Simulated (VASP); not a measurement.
```
Lu
1.0
    1.75000    -3.03109     0.00000
    1.75000     3.03109     0.00000
    0.00000     0.00000     5.55000
Lu
2
Direct
  0.33333   0.66667   0.25000
  0.66667   0.33333   0.75000
```

Calculation: optB88-vdW, VASP's PBE PAW potentials (set 64) (plane waves; VASP). Run with 520 eV cut-off, 11×11×6 Γ-centred mesh, first-order Methfessel-Paxton smearing of 0.10 eV, potentials Lu_3.

Energy and stress use the plane-wave basis of the starting cell.

Task: The ions, cell shape and volume are relaxed. Give the cell that the relaxation ends in.

Result: 
```
Lu
1.0
    1.74046    -3.01457     0.00000
    1.74046     3.01457     0.00000
    0.00000     0.00000     5.41051
Lu
2
Direct
  0.33333   0.66667   0.25000
  0.66667   0.33333   0.75000
```
Space group P6_3/mmc (194), at a tolerance of 0.03 Å.

Task: How do energy and volume change from the first to the last step?

Result: The energy (σ→0) changes by -7.1 meV/atom and the volume by -3.6 %, in 9 ionic steps.

The compound is Lu in the hcp structure. This run relaxes it. Symmetry was kept, so distortions that lower it aren't found.
